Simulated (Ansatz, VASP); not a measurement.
**Cross-check of Os (Osmium) between VASP and Ansatz**

Wanted: the spread between two codes on one cell, functional and k mesh. The cell is taken from a series of runs on this material, whose earlier steps may have relaxed, scaled, displaced or heated it; both programs get it as it stands.

Program: Ansatz 0.2.0. Level of theory: plane waves, with VASP 6.6.1 beside it; zone-centre phonons at PBEsol. Results are calculated unless marked as measured.

## Step 1: The starting structure

Symmetry: P6_3/mmc, No. 194, hexagonal system. Conventional cell: a = 2.716 Å, b = 2.716 Å, c = 4.397 Å, α = 90.00°, β = 90.00°, γ = 120.00°. Nearest to Os lie 12 Os at 2.70 to 2.72 Å.

## Step 2: VASP: zone-centre phonons, PBEsol

Second derivatives magnify differences that forces hide, and they need a tight electronic threshold.

Lines of VASP's logs that name or quote its potential files are left out, and so is its time.

Contents of INCAR:

```
SYSTEM = Os
PREC = Accurate
ENCUT = 600
EDIFF = 1E-08
NELM = 120
ISMEAR = 1
SIGMA = 0.2
LREAL = .FALSE.
ALGO = Normal
GGA = PS
NBANDS = 14
LASPH = .TRUE.
LORBIT = 11
LWAVE = .FALSE.
LCHARG = .FALSE.
ISIF = 2
IBRION = 8
GGA_COMPAT = .FALSE.
KPAR = 2
```

Contents of POSCAR:

```
Os
1.0
    2.7164376276      0.0000000000      0.0000000000
   -1.3582188138      2.3525039933      0.0000000000
    0.0000000000      0.0000000000      4.3973905656
Os
2
Direct
    0.3333333333      0.6666666667      0.2500000000
    0.6666666667      0.3333333333      0.7500000000
```

Contents of KPOINTS:

```
Automatic mesh
0
Gamma
18 18 12
0 0 0
```

PAW data sets: Os (PBE family, release 64).

Launch:

```sh
mpirun -np 2 vasp_std
```

Numbers of over 12 decimals in the logs are rounded to 6 here.

Output:

```text
[banner, memory and clock lines left out]
running    2 mpi-ranks, on    1 nodes
 distrk:  each k-point on    1 cores,    2 groups
 distr:  one band on    1 cores,    1 groups

 POSCAR found type information on POSCAR Os
 POSCAR found :  1 types and       2 ions
|                                                                             |
|               ----> ADVICE to this user running VASP <----                  |
|                                                                             |
|     You enforced a specific xc type in the INCAR file but a different       |
|     [... a line on the potential file left out ...]
|     I HOPE YOU KNOW WHAT YOU ARE DOING!                                     |
|                                                                             |

 LDA part: xc-table for (Slater+PW92), standard interpolation
 POSCAR, INCAR and KPOINTS ok, starting setup
 FFT: planning ... GRIDC
 FFT: planning ... GRID_SOFT
 FFT: planning ... GRID
 WAVECAR not read
 entering main loop
       N       E                     dE             d eps       ncg     rms          rms(c)
DAV:   1     0.115882810163E+03    0.11588E+03   -0.81872E+03  7252   0.123E+03
DAV:   2    -0.194968464385E+02   -0.13538E+03   -0.11935E+03  7368   0.368E+02
DAV:   3    -0.259424558615E+02   -0.64456E+01   -0.60748E+01  9672   0.692E+01
DAV:   4    -0.260211835485E+02   -0.78728E-01   -0.78400E-01  7786   0.787E+00
DAV:   5    -0.260216548364E+02   -0.47129E-03   -0.47126E-03  9592   0.553E-01    0.239E+01
DAV:   6    -0.248118899056E+02    0.12098E+01   -0.11480E+00  8956   0.942E+00    0.106E+01
DAV:   7    -0.244705357097E+02    0.34135E+00   -0.73512E-01  9218   0.744E+00    0.522E-01
DAV:   8    -0.244641401464E+02    0.63956E-02   -0.69025E-03  7348   0.654E-01    0.327E-01
DAV:   9    -0.244611421722E+02    0.29980E-02   -0.16420E-03  8614   0.451E-01    0.555E-02
DAV:  10    -0.244611681347E+02   -0.25963E-04   -0.67068E-05  9286   0.773E-02    0.104E-02
DAV:  11    -0.244611423274E+02    0.25807E-04   -0.59495E-06  8026   0.268E-02    0.128E-03
DAV:  12    -0.244611418697E+02    0.45762E-06   -0.12262E-07  9076   0.342E-03    0.865E-04
DAV:  13    -0.244611417178E+02    0.15193E-06   -0.29744E-09  5894   0.464E-04    0.246E-04
DAV:  14    -0.244611416864E+02    0.31394E-07   -0.51302E-10  4202   0.191E-04    0.676E-05
DAV:  15    -0.244611416759E+02    0.10471E-07   -0.16269E-10  4010   0.174E-04    0.932E-05
DAV:  16    -0.244611416730E+02    0.29008E-08   -0.16859E-11  3950   0.510E-05
   1 F= -.24461142E+02 E0= -.24461372E+02  d E =0.690077E-03
 Linear response reoptimize wavefunctions to high precision
DAV:   1    -0.244611416742E+02   -0.11614E-08   -0.34734E-12  4106   0.213E-05
DAV:   2    -0.244611416742E+02    0.34106E-11   -0.43074E-13  3848   0.890E-06
 Linear response DOF=           2
 Linear response progress:
  Degree of freedom:   1/  2
       N       E                     dE             d eps       ncg     rms          rms(c)
RMM:   1    -0.191859920233E+00   -0.19186E+00   -0.10989E-01 53703   0.253E+00
RMM:   2    -0.188761537063E+00    0.30984E-02   -0.15604E-03 42461   0.521E-01    0.148E-01
RMM:   3    -0.187507193106E+00    0.12543E-02   -0.51264E-04 49955   0.159E-01    0.839E-02
RMM:   4    -0.186737112961E+00    0.77008E-03   -0.79700E-04 50555   0.188E-01    0.104E-02
RMM:   5    -0.186791423940E+00   -0.54311E-04   -0.18055E-05 51550   0.304E-02    0.501E-03
RMM:   6    -0.186766124402E+00    0.25300E-04   -0.17708E-06 51741   0.919E-03    0.159E-03
RMM:   7    -0.186760792959E+00    0.53314E-05   -0.82055E-08 52966   0.231E-03    0.860E-04
RMM:   8    -0.186756899308E+00    0.38937E-05   -0.65337E-08 51610   0.138E-03    0.937E-05
RMM:   9    -0.186756425412E+00    0.47390E-06   -0.52650E-10 53578   0.210E-04    0.283E-05
RMM:  10    -0.186756387568E+00    0.37844E-07   -0.77487E-09 53457   0.428E-05    0.532E-06
RMM:  11    -0.186756342933E+00    0.44635E-07   -0.86993E-10 53198   0.899E-06    0.177E-06
RMM:  12    -0.186756361189E+00   -0.18256E-07   -0.26352E-09 44687   0.345E-06    0.297E-07
RMM:  13    -0.186756361988E+00   -0.79949E-09   -0.12446E-10 20774   0.215E-06    0.154E-07
 first order change of Fermi-energy  -0.15118E-04
 force on displaced ion       1 direction 1 :  -8.637   0.001   0.000
 Linear response progress:
  Degree of freedom:   2/  2
       N       E                     dE             d eps       ncg     rms          rms(c)
RMM:   1    -0.247412501033E+00   -0.24741E+00   -0.13894E-01 18810   0.266E+00
RMM:   2    -0.239375553978E+00    0.80369E-02   -0.52448E-03 14258   0.738E-01    0.173E-01
RMM:   3    -0.238828201000E+00    0.54735E-03   -0.84477E-04 17648   0.164E-01    0.974E-02
RMM:   4    -0.238844707471E+00   -0.16506E-04   -0.35985E-04 17670   0.138E-01    0.153E-02
RMM:   5    -0.238902733154E+00   -0.58026E-04    0.58541E-06 18221   0.235E-02    0.113E-02
RMM:   6    -0.238910900348E+00   -0.81672E-05    0.60979E-06 17905   0.890E-03    0.388E-03
RMM:   7    -0.238922960636E+00   -0.12060E-04    0.21452E-06 17835   0.479E-03    0.433E-04
RMM:   8    -0.238920444234E+00    0.25164E-05   -0.64283E-07 18340   0.836E-04    0.175E-04
RMM:   9    -0.238918321717E+00    0.21225E-05   -0.64256E-08 18134   0.267E-04    0.521E-05
RMM:  10    -0.238918217581E+00    0.10414E-06    0.17916E-07 17052   0.122E-04    0.649E-06
RMM:  11    -0.238918237048E+00   -0.19467E-07   -0.28716E-09 18551   0.380E-05    0.439E-06
RMM:  12    -0.238918235186E+00    0.18626E-08   -0.17079E-08 17694   0.178E-05    0.732E-07
 first order change of Fermi-energy   0.98708E-04
 force on displaced ion       1 direction 3 :   0.000  -0.000 -13.927
 Linear response finished
```

From OUTCAR (step 2):

```text
ion  position               nearest neighbor table
   1  0.333  0.667  0.250-   2 2.70   2 2.70   2 2.70   2 2.70   2 2.70   2 2.70
   2  0.667  0.333  0.750-   1 2.70   1 2.70   1 2.70   1 2.70   1 2.70   1 2.70

  LATTYP: Found a hexagonal cell.
 ALAT       =     2.7164376276
 C/A-ratio  =     1.6188078537

 Subroutine GETGRP returns: Found 24 space group operations
 (whereof 12 operations were pure point group operations)

The static configuration has the point symmetry D_3d.
 The point group associated with its full space group is D_6h.

 Found    259 irreducible k-points:

   k-points           NKPTS =    259   k-points in BZ     NKDIM =    259   number of bands    NBANDS=     14

   dimension x,y,z NGX =    24 NGY =   24 NGZ =   36
   dimension x,y,z NGXF=    48 NGYF=   48 NGZF=   72

   ENCUT  =  600.0 eV  44.10 Ry    6.64 a.u.   5.43  5.43  8.78*2*pi/ulx,y,z

   NELECT =      16.0000    total number of electrons

 k-points in reciprocal lattice and weights: Automatic mesh
   0.00000000  0.00000000  0.00000000       0.000
   0.05555556 -0.00000000  0.00000000       0.002
   0.11111111 -0.00000000  0.00000000       0.002
   0.16666667  0.00000000  0.00000000       0.002
   0.22222222  0.00000000  0.00000000       0.002
   0.27777778  0.00000000  0.00000000       0.002
   0.33333333  0.00000000  0.00000000       0.002
   0.38888889  0.00000000  0.00000000       0.002
   0.44444444  0.00000000  0.00000000       0.002
[...]
0.33333333  0.27777778  0.50000000       0.003
   0.33333333  0.33333333  0.50000000       0.001

 average (electrostatic) potential at core
       1 -43.1660       2 -43.1660

  Total        0.0787697      0.0787697     -2.5291253      0.0000000      0.0000000      0.0000000
  in kB        4.4910166      4.4910166   -144.1968540      0.0000000      0.0000000      0.0000000
  external PRESSURE =     -45.0716069 kB  Pullay stress =       0.0000000 kB

  energy-cutoff  :      600.00
  volume of cell :       28.10
      direct lattice vectors                 reciprocal lattice vectors
     2.716437628  0.000000000  0.000000000     0.368129196  0.212539490  0.000000000
    -1.358218814  2.352503993  0.000000000     0.000000000  0.425078981  0.000000000
     0.000000000  0.000000000  4.397390566     0.000000000  0.000000000  0.227407592

 POSITION                                       TOTAL-FORCE (eV/Angst)
 -----------------------------------------------------------------------------------
     -0.00000      1.56834      1.09935         0.000000      0.000000      0.000000
      1.35822      0.78417      3.29804        -0.000000      0.000000      0.000000
 -----------------------------------------------------------------------------------
    total drift:                               -0.000000      0.000000     -0.000000

 Eigenvectors and eigenvalues of the dynamical matrix
 ----------------------------------------------------

   1 f  =    5.982524 THz    37.589304 2PiTHz  199.555507 cm-1    24.741718 meV
             X         Y         Z           dx          dy          dz
     -0.000000  1.568336  1.099348     0.000000    0.000000   -0.707107
      1.358219  0.784168  3.298043     0.000000    0.000000    0.707107

   2 f  =    4.711390 THz    29.602537 2PiTHz  157.155058 cm-1    19.484735 meV
             X         Y         Z           dx          dy          dz
     -0.000000  1.568336  1.099348     0.000000   -0.707107   -0.000000
      1.358219  0.784168  3.298043     0.000000    0.707107    0.000000

   3 f  =    4.711390 THz    29.602537 2PiTHz  157.155058 cm-1    19.484735 meV
             X         Y         Z           dx          dy          dz
     -0.000000  1.568336  1.099348    -0.707107    0.000000    0.000000
      1.358219  0.784168  3.298043     0.707107    0.000000    0.000000

   4 f  =    0.000000 THz     0.000000 2PiTHz    0.000002 cm-1     0.000000 meV
             X         Y         Z           dx          dy          dz
     -0.000000  1.568336  1.099348    -0.000000   -0.707107   -0.000000
      1.358219  0.784168  3.298043     0.000000   -0.707107    0.000000

   5 f  =    0.000000 THz     0.000000 2PiTHz    0.000000 cm-1     0.000000 meV
             X         Y         Z           dx          dy          dz
     -0.000000  1.568336  1.099348     0.000000   -0.000000    0.707107
      1.358219  0.784168  3.298043     0.000000    0.000000    0.707107

   6 f/i=    0.000000 THz     0.000000 2PiTHz    0.000001 cm-1     0.000000 meV
             X         Y         Z           dx          dy          dz
     -0.000000  1.568336  1.099348     0.707107    0.000000    0.000000
      1.358219  0.784168  3.298043     0.707107    0.000000    0.000000

 ELASTIC MODULI CONTR FROM IONIC RELAXATION (kBar)
 Direction    XX          YY          ZZ          XY          YZ          ZX
 --------------------------------------------------------------------------------
 XX         -38.7162     38.7162      0.0000     -0.0000      0.0000      0.0000
 YY          38.7162    -38.7162     -0.0000      0.0000      0.0000      0.0000
 ZZ           0.0000     -0.0000     -0.0000      0.0000      0.0000      0.0000
 XY          -0.0000      0.0000      0.0000    -38.7162      0.0000      0.0000
 YZ           0.0000      0.0000      0.0000      0.0000      0.0000      0.0000
 ZX           0.0000      0.0000      0.0000      0.0000      0.0000      0.0000
 --------------------------------------------------------------------------------
```

## Step 3: Ansatz: zone-centre phonons, PBEsol

Ansatz runs on its PAW soft_1 files.

The same cell, functional, mesh and smearing now go to Ansatz, which takes its cutoff from its data sets.

Contents of input.yaml:

```yaml
crystal:
  lattice:
    - [2.7164376276, 0.0, 0.0]
    - [-1.3582188138, 2.3525039933, 0.0]
    - [0.0, 0.0, 4.3973905656]
  atoms:
    - { symbol: Os, position: [0.3333333333, 0.6666666667, 0.25] }
    - { symbol: Os, position: [0.6666666667, 0.3333333333, 0.75] }
kpoints:
  mp_grid: { grid: [18, 18, 12] }
hamiltonian:
  xc: pbesol
  pseudopotentials: { kind: paw, azcp: { folder: soft_1 }, xc_functional: pbe }
scf:
  occupations: { method: methfessel_paxton, width: 0.2 }
output:
  eigenvalues: true
phonons:
  method: dfpt
```

Launch:

```sh
ansatz run input.yaml --threads 4 --pin off --max-ram 10240MiB --backend cpu --events-out ev --progress --plain --runs-dir out
```

Output:

```text
zone centre: on kpoints.mp_grid the ground state, and the responses unless they are solved on pairs of k-points, stand on 637 of the mesh's 3888 k-points, reduced under 4 symmetry operations, with k and −k counted as one. Each operation leaves every solved displacement unchanged or reverses it
Engine: ansatz 0.2.0, aarch64-unknown-linux-gnu
Pseudopotentials: kind: paw
Pseudopotential: Os, paw, valence charge 16, recommended cutoff 420 eV (normal), soft_1/Os.paw.azcp
Functional definition: PBEsol
  exchange = pbesol_x
  correlation = pbesol_c
Crystal: 2 atoms, lattice volume = 28.101 Å³
Basis set: ecut = 420 eV, 549 PW (Γ), exchange–correlation on 40×40×60 points (8 copies of the dense FFT grid, shifted against one another)
Bands: 20, of which v1, the nominal top of the filled ones, is band 16 counted from 1 (15 counted from 0)
Symmetry: 24 space group operations
k-points: 637 of 3888 (irreducible under 4 space group operations, time reversal used)
Non-local potential: Os, projectors of the file, l = 0: 3, l = 1: 2, l = 2: 2, l = 3: 1
PAW form: soft (Blöchl's): semilocal exchange-correlation on the pseudo side does not see the compensation charge
PAW frozen core: Os, regenerated for the run's functional, and the local potential with it (the file was generated under x = pbe(κ = 0.804, μ = 0.219515), c = pbe(β = 0.066725))
PAW one-centre angular grid: Os, 590 points (default); XC on 64 Gauss nodes
Initial density: superposition of atomic densities (chi_scale 0.1, normalization cell)
Initial wavefunctions: pseudopotential atomic-orbital guess
Functional: x = pbesol(κ = 0.804, μ = 0.123457), c = pbesol(β = 0.046)
SCF iter   1: F=—  HF=-22504.995833 eV  |F-HF|=—  |Δ(HF+E_count)|=         —  Δρ=6.31e-2  dr2=9.67e-1  ethr=3.10e-3  ⟨swp⟩=5.0  Hψ=115484  notcnv=0  defer=43
automatic band count: the SCF goes on with 24 bands, as 20 were too few: they end inside the smearing window of the response
preconditioner: auto → none  [metal: Δε(μ)=0.001 eV  Ē_g=12.037 eV  σ=0.200 eV  W_gap=0.00  n_scr=8 (ndim 8)  ℏωp=28.0 eV  f_vac=0.000  D(μ)=1.16/eV (n_scr^D=8)  sad-step TF]
SCF iter   2: F=—  HF=-22504.747876 eV  |F-HF|=—  |Δ(HF+E_count)|=   2.48e-1  S|Δr|=    0.00e0  Δρ=3.74e-2  dr2=3.29e-1  ethr=3.02e-3  ⟨swp⟩=2.0  Hψ=23133  notcnv=0  defer=693
SCF iter   3: F=—  HF=-22504.630989 eV  |F-HF|=—  |Δ(HF+E_count)|=   1.17e-1  S|Δr|=    0.00e0  Δρ=1.69e-3  dr2=3.66e-4  ethr=1.03e-3  ⟨swp⟩=2.0  Hψ=21799  notcnv=0  defer=693
SCF iter   4: F=—  HF=-22504.630675 eV  |F-HF|=—  |Δ(HF+E_count)|=   3.14e-4  S|Δr|=    0.00e0  Δρ=2.06e-4  dr2=4.17e-6  ethr=1.14e-6  ⟨swp⟩=2.2  Hψ=24513  notcnv=0  defer=957
SCF iter   5: F=—  HF=-22504.630675 eV  |F-HF|=—  |Δ(HF+E_count)|=   7.39e-7  S|Δr|=    0.00e0  Δρ=4.56e-5  dr2=4.41e-7  ethr=1.30e-8  ⟨swp⟩=2.0  Hψ=23882  notcnv=0  defer=957
SCF iter   6: F=—  HF=-22504.630681 eV  |F-HF|=—  |Δ(HF+E_count)|=   6.52e-6  S|Δr|=    0.00e0  Δρ=8.85e-6  dr2=1.58e-8  ethr=1.38e-9  ⟨swp⟩=2.3  Hψ=20928  notcnv=0  defer=1076
SCF iter   7: F=—  HF=-22504.630681 eV  |F-HF|=—  |Δ(HF+E_count)|=   5.51e-9  S|Δr|=    0.00e0  Δρ=1.38e-6  dr2=2.47e-10  ethr=4.95e-11  ⟨swp⟩=2.7  Hψ=22682  notcnv=0  defer=1076
SCF iter   8: F=-22504.630681 eV  HF=-22504.630681 eV  |F-HF|=0.00e0  |Δ(HF+E_count)|=  3.64e-11  S|Δr|=    0.00e0  Δρ=1.66e-7  dr2=5.75e-12  ethr=1.00e-12  ⟨swp⟩=10.8  Hψ=76464  notcnv=0
SCF 1 converged in 8 iterations: F = -22504.630681 eV  dr2 = 5.75e-12
  greatest PAW one-centre occupation: 1.000 electrons in one spin orbital (limit 2), on the Os atom at site 1 (counted from 0), in its partial waves of l = 0
DFPT response loops at Γ: preconditioner auto → Kerker (q_TF=auto, 2.788 Å⁻¹) (partly filled bands, converged f_vac=0.000); β = 1.00, the filter's whole step (`scf.mixing.beta` (0.50) is not read by the response loops under this deck's `scf.mixing.preconditioner`; to damp them name `kerker` or `kerker_dos`, under which they read `scf.mixing.beta`, and type it under 1.00, their step now; both keys bind the ground state too); Broyden in place of MSR1
SCF converged after 8 iterations
Stability not checked: this state was not tested for a lower state beside it, because cold or Methfessel-Paxton smearing, or corrected tetrahedra, fill the levels in a way that the test cannot read (fill_not_monotonic; see scf.lower_state_search)
Free energy (F): -22504.630681 eV
Harris-Foulkes:  -22504.630681 eV  (|F-HF|=0.00e0)
Internal energy: -22504.631336 eV  (E = F + TS)
E sigma→0 (E₀):  -22504.630845 eV
Entropy (-TS):   0.000655 eV (0.327 meV/atom)
Fermi energy:    25.697703 eV
--- Per-component energies (eV) ---
  E_band       = -139.459317
  E_kinetic    = 983.868348
  E_local      = -1834.885263  (includes V_loc(G=0)·N_el)
  E_nonlocal   = 398.080296
  E_hartree    = 654.772877
  E_xc         = -465.354892
  E_vxc        = -492.189685  (∫ρ·V_xc dr)
  E_paw        = -17829.535408  (= ΣΔE_a)
  E_vpaw       = -503.879756  (= ΣTr[D̂ρ^β])
  E_aug_tail   = 0.000870  (compensation charges beyond the density's cutoff)
  E_ewald      = -4412.074158
  E_core_change = 0.495995  (= ΣΔE_core)
  E_smearing   = 0.000655  (= −TS)
  E_closure    = 0.000000  (closes the sum)
  Σ components = -22504.630681   (vs F -22504.630681, Δ=0.00e0)
--- Band table (eV; the first three rows and the last of 637) ---
  k-point 0: bands = [... 12 lower, 22.6857, 23.4597, 23.4597, 24.3721, 24.3721, 25.4205, 27.4024, 27.4024, ... 4 higher]
  k-point 1: bands = [... 12 lower, 22.6432, 23.4104, 23.4104, 24.4866, 24.4866, 25.1422, 27.4075, 27.4075, ... 4 higher]
  k-point 2: bands = [... 12 lower, 22.5528, 23.2762, 23.2762, 24.4473, 24.7883, 24.7883, 27.4047, 27.4047, ... 4 higher]
  k-point 636: bands = [... 12 lower, 22.2864, 22.2864, 24.0737, 24.0737, 27.9809, 27.9809, 30.6111, 30.6111, ... 4 higher]
--- Phonons (Γ-DFPT): 2 representative perturbations + reference, on 637 of 3888 k-points (Σ response iterations 4) ---
  k mesh reduced under 4 symmetry operations, with k and −k counted as one. Each operation leaves every solved displacement unchanged or reverses it
  ASR residual: 1.540e-4 → 0.000e0 eV/Å²; symmetrization residual: 4.228e-13 eV/Å²
  ASR residual per site (eV/Å²): 1.54e-4 1.54e-4
  Γ frequencies (cm⁻¹): 0.00 0.00 0.00 157.13 157.13 199.98
  non-analytic LO–TO correction: not included (Born effective charges unavailable; polar crystals: no LO–TO splitting at Γ)
```

The column dr2 measures how far the density is from self-consistency, as an energy; F and HF (Harris–Foulkes) agree once it is small.

## Step 4: Comparison

Known differences besides the potentials themselves: the data sets hold 32 valence electrons in Ansatz (on its PAW soft_1 files) and 16 in VASP; the cutoff is 420 eV in Ansatz and 600 eV in VASP; Ansatz makes its cores anew for this functional, VASP keeps those of its PBE data sets. Total energies have different zeros and are not compared.

Compared:

| quantity | Ansatz | VASP | difference |
| --- | --- | --- | --- |
| optical mode 1 to 2 (cm⁻¹) | 157.1 | 157.2 | -0.02 % |
| optical mode 3 (cm⁻¹) | 200.0 | 199.6 | +0.21 % |

Modes are paired by rising frequency, not by their patterns, so a pair may set unlike modes beside each other; they are those without the splitting of longitudinal modes.

## Step 5: What came out

```yaml
r_m_s_difference_of_the_optical_zone_centre_modes_each_program_s_sorted_by_frequency_zone_centre_phonons_pbesol: 0.25 cm⁻¹
```

The r.m.s. difference of the optical zone-centre modes, each program's sorted by frequency is 0.25 cm⁻¹ (zone-centre phonons, PBEsol). The data sets hold unlike numbers of valence electrons (32 in Ansatz and 16 in VASP), so part of the differences comes from the potentials. Such differences can come from data sets, numerical settings and the points named under the comparisons, not from the functional's error against experiment.

[Lines on the potential files, build, host, timing and source positions are cut from VASP's logs without a mark.]

[Logs are printed without paths, hosts, clocks, repeated set-up lines and the standing remarks that a program may print on its own settings, such as how far it seeks lower states.]

[Hosts, paths, dates, database ids (printed as entryN), source tags and the programs' standing remarks are cut or masked in the printed files.]
